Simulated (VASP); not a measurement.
Computed with RPBE GGA, VASP's PBE PAW potentials (set 64) (plane waves; VASP).

The input files of a VASP run:

### POSCAR
```
Tl
1
    1.8290161880    -3.1679490859     0.0000000000
    1.8290161880     3.1679490859     0.0000000000
    0.0000000000     0.0000000000     5.7878173206
Tl
2
Direct
  0.3333330000   0.6666670000   0.2500000000
  0.6666670000   0.3333330000   0.7500000000
```

**KPOINTS**
```
Automatic mesh
0
Gamma
13 13 7
0 0 0
```

### INCAR
```
# general
SYSTEM   =  Tl
PREC     =  Accurate
ENCUT    =  520
LREAL    =  .False.
LASPH    =  .True.

# electronic loop
EDIFF    =  1E-7
NELM     =  100
ALGO     =  Normal
LMAXMIX  =  4

# smearing
ISMEAR   =  -5

# functional
GGA      =  RP

# ions
ISIF     =  2

# output
LWAVE    =  .False.
LCHARG   =  .True.
LORBIT   =  11
NEDOS    =  601
```

POTCAR, in this order: Tl_d (PBE.64 set). Program: vasp_std.

Output of the run:

OUTCAR:
```
 ion  position               nearest neighbor table
   1  0.333  0.667  0.250-   2 3.58   2 3.58   2 3.58   2 3.58   2 3.58   2 3.58
   2  0.667  0.333  0.750-   1 3.58   1 3.58   1 3.58   1 3.58   1 3.58   1 3.58
  LATTYP: Found a hexagonal cell.
 ALAT       =     3.6580324803
 C/A-ratio  =     1.5822214132
 Subroutine PRICEL returns:
 Original cell was already a primitive cell.
 Subroutine GETGRP returns: Found 24 space group operations
The static configuration has the point symmetry D_3d.
 The point group associated with its full space group is D_6h.
The dynamic configuration has the point symmetry D_3d.
 Subroutine INISYM returns: Found 24 space group operations
 Subroutine IBZKPT returns following result:
 Found     84 irreducible k-points:

 Following reciprocal coordinates:
            Coordinates               Weight
  0.000000  0.000000  0.000000      1.000000
  0.076923 -0.000000  0.000000      6.000000
  0.153846 -0.000000  0.000000      6.000000
  0.230769  0.000000  0.000000      6.000000
  0.307692 -0.000000  0.000000      6.000000
  0.384615 -0.000000  0.000000      6.000000
  0.461538  0.000000  0.000000      6.000000
  0.076923  0.076923  0.000000      6.000000
  0.153846  0.076923  0.000000     12.000000
  0.230769  0.076923  0.000000     12.000000
  0.307692  0.076923  0.000000     12.000000
  0.384615  0.076923  0.000000     12.000000
  0.461538  0.076923  0.000000      6.000000
  0.153846  0.153846  0.000000      6.000000
  0.230769  0.153846  0.000000     12.000000
  0.307692  0.153846  0.000000     12.000000
  0.384615  0.153846  0.000000     12.000000
  0.230769  0.230769  0.000000      6.000000
  0.307692  0.230769  0.000000     12.000000
  0.384615  0.230769  0.000000      6.000000
  0.307692  0.307692  0.000000      6.000000
  0.000000  0.000000  0.142857      2.000000
  0.076923 -0.000000  0.142857     12.000000
  0.153846 -0.000000  0.142857     12.000000
  0.230769  0.000000  0.142857     12.000000
  0.307692 -0.000000  0.142857     12.000000
  0.384615 -0.000000  0.142857     12.000000
  0.461538  0.000000  0.142857     12.000000
  0.076923  0.076923  0.142857     12.000000
  0.153846  0.076923  0.142857     24.000000
  0.230769  0.076923  0.142857     24.000000
  0.307692  0.076923  0.142857     24.000000
  0.384615  0.076923  0.142857     24.000000
  0.461538  0.076923  0.142857     12.000000
  0.153846  0.153846  0.142857     12.000000
  0.230769  0.153846  0.142857     24.000000
  0.307692  0.153846  0.142857     24.000000
  0.384615  0.153846  0.142857     24.000000
  0.230769  0.230769  0.142857     12.000000
  0.307692  0.230769  0.142857     24.000000
   k-points           NKPTS =     84   k-points in BZ     NKDIM =     84   number of bands    NBANDS=     17
   number of dos      NEDOS =    601   number of ions     NIONS =      2
   total plane-waves  NPLWV =  37632
   dimension x,y,z NGX =    28 NGY =   28 NGZ =   48
   dimension x,y,z NGXF=    56 NGYF=   56 NGZF=   96
   ions per type =               2
   PREC   = accura    normal or accurate (medium, high low for compatibility)
   ISTART =      0    job   : 0-new  1-cont  2-samecut
   ICHARG =      2    charge: 1-file 2-atom 10-const
   ISPIN  =      1    spin polarized calculation?
   LNONCOLLINEAR =      F non collinear calculations
   LSORBIT =      F    spin-orbit coupling
   INIWAV =      1    electr: 0-lowe 1-rand  2-diag
   ENCUT  =  520.0 eV  38.22 Ry    6.18 a.u.   6.80  6.80 10.76*2*pi/ulx,y,z
   NELM   =    100;   NELMIN=  2; NELMDL= -5     # of ELM steps
   EDIFF  = 0.1E-06   stopping-criterion for ELM
   LREAL  =      F    real-space projection
...
```

### OSZICAR
```
       N       E                     dE             d eps       ncg     rms          rms(c)
DAV:   1     0.126215620778E+03    0.12622E+03   -0.14184E+04  2856   0.141E+03
DAV:   2    -0.149326620168E+01   -0.12771E+03   -0.12639E+03  2989   0.287E+02
DAV:   3    -0.367773360470E+01   -0.21845E+01   -0.21725E+01  3431   0.335E+01
DAV:   4    -0.369385363063E+01   -0.16120E-01   -0.16057E-01  3185   0.270E+00
DAV:   5    -0.369404484646E+01   -0.19122E-03   -0.19109E-03  3295   0.317E-01    0.193E+00
DAV:   6    -0.367631984816E+01    0.17725E-01   -0.38857E-02  3046   0.160E+00    0.140E+00
DAV:   7    -0.367442127652E+01    0.18986E-02   -0.21013E-02  2943   0.119E+00    0.466E-01
DAV:   8    -0.367442713478E+01   -0.58583E-05   -0.17881E-03  2932   0.333E-01    0.283E-02
DAV:   9    -0.367445486952E+01   -0.27735E-04   -0.33470E-05  3309   0.511E-02    0.150E-02
DAV:  10    -0.367446287971E+01   -0.80102E-05   -0.86322E-06  2975   0.245E-02    0.136E-03
DAV:  11    -0.367446326396E+01   -0.38425E-06   -0.21232E-07  2677   0.278E-03    0.411E-04
DAV:  12    -0.367446335597E+01   -0.92011E-07   -0.17788E-08  1541   0.111E-03
   1 F= -.36744634E+01 E0= -.36744634E+01  d E =0.000000E+00
```

OUTCAR:
```
------------------------ aborting loop because EDIFF is reached ----------------------------------------
  FORCE on cell =-STRESS in cart. coord.  units (eV):
  Direction    XX          YY          ZZ          XY          YZ          ZX
  --------------------------------------------------------------------------------------
  Total        0.0847038      0.0847038     -0.1235377      0.0000000      0.0000000     -0.0000000
  in kB        2.0233588      2.0233590     -2.9510020      0.0000000      0.0000000     -0.0000000
  external PRESSURE =       0.3652386 kB  Pullay stress =       0.0000000 kB
  volume of cell :       67.07
      direct lattice vectors                 reciprocal lattice vectors
     1.829016188 -3.167949086  0.000000000     0.273371009 -0.157830819  0.000000000
     1.829016188  3.167949086  0.000000000     0.273371009  0.157830819  0.000000000
     0.000000000  0.000000000  5.787817321     0.000000000  0.000000000  0.172776704
 POSITION                                       TOTAL-FORCE (eV/Angst)
 -----------------------------------------------------------------------------------
      1.82902      1.05599      1.44695         0.000000     -0.000000      0.000000
      1.82902     -1.05599      4.34086        -0.000000      0.000000      0.000000
 -----------------------------------------------------------------------------------
    total drift:                                0.000026      0.000495      0.000011
  FREE ENERGIE OF THE ION-ELECTRON SYSTEM (eV)
  ---------------------------------------------------
  free  energy   TOTEN  =        -3.6744633560 eV

  energy  without entropy=       -3.6744633560  energy(sigma->0) =       -3.67446336

 total charge

# of ion       s       p       d       tot
------------------------------------------
    1        1.198   0.333   9.641  11.173
    2        1.198   0.333   9.641  11.173
--------------------------------------------------
tot          2.397   0.667  19.282  22.346
```
(Selected blocks of OUTCAR.)

OUTCAR:
```
 val. band max:        5.5939936113   @ k =   0.2308   0.2308   0.0000

 cond. band min:       5.2385520635   @ k =   0.3077   0.0769   0.0000


 Fermi energy:         5.2515147025

 k-point     1 :       0.0000    0.0000    0.0000
  band No.  band energies     occupation
      1      -6.4138      2.00000
      2      -6.2952      2.00000
      3      -6.2911      2.00000
      4      -6.2911      2.00000
      5      -6.2572      2.00000
      6      -6.2572      2.00000
      7      -6.2248      2.00000
      8      -6.2248      2.00000
      9      -5.9909      2.00000
     10      -5.9909      2.00000
     11      -3.8575      2.00000
     12       0.0982      2.00000
     13       2.9910      2.00000
     14      12.0639      0.00000
     15      12.0640      0.00000
     16      13.8429      0.00000
     17      13.8429      0.00000

 k-point     2 :       0.0769   -0.0000    0.0000
  band No.  band energies     occupation
      1      -6.4040      2.00000
      2      -6.3169      2.00000
      3      -6.2748      2.00000
      4      -6.2651      2.00000
      5      -6.2558      2.00000
      6      -6.2419      2.00000
      7      -6.2334      2.00000
      8      -6.2322      2.00000
      9      -6.0048      2.00000
     10      -5.9878      2.00000
     11      -3.7626      2.00000
     12       0.1617      2.00000
     13       3.1090      2.00000
     14      10.9417      0.00000
     15      11.6402      0.00000
     16      13.0278      0.00000
     17      14.0445      0.00000

 k-point     3 :       0.1538   -0.0000    0.0000
  band No.  band energies     occupation
      1      -6.3997      2.00000
      2      -6.3220      2.00000
      3      -6.2602      2.00000
      4      -6.2587      2.00000
      5      -6.2516      2.00000
      6      -6.2295      2.00000
      7      -6.2195      2.00000
      8      -6.1988      2.00000
      9      -6.0406      2.00000
     10      -5.9801      2.00000
     11      -3.4761      2.00000
...
```

For a metal the tetrahedron method with Blöchl corrections gives inexact stress and forces. Unless said otherwise, spin-orbit coupling is left out, though it shifts the bands of the heavy elements here.

The compound is Tl in the hcp structure. It was relaxed first, which changed the volume by +17 %.
